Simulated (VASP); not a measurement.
Data:

```yaml
crystal:
  lattice:
    - [0.00000, 2.75313, 2.75313]
    - [2.75313, 0.00000, 2.75313]
    - [2.75313, 2.75313, 0.00000]
  atoms:
    - { symbol: Ca, position: [0.00000, 0.00000, 0.00000] }
```

Computed with RPBE GGA, VASP's PBE PAW potentials (set 64) (plane waves; VASP). Numerical set-up: 520 eV cut-off, 11×11×11 Γ-centred mesh, first-order Methfessel-Paxton smearing of 0.10 eV, potentials Ca_sv.

Task: Predict the energy per atom (σ→0), pressure, band gap (on the k-mesh) with the smallest direct gap where there is one.

Result: 
```json
{
  "band gap (on the k-mesh)": "none (metal, semimetal or under 0.01 eV)",
  "energy per atom (σ→0)": "-1.735 eV/atom",
  "pressure": "1.11 GPa"
}
```

The compound is Ca in the fcc structure. This cell is one point of a volume scan, at 0.94 of the reference volume.
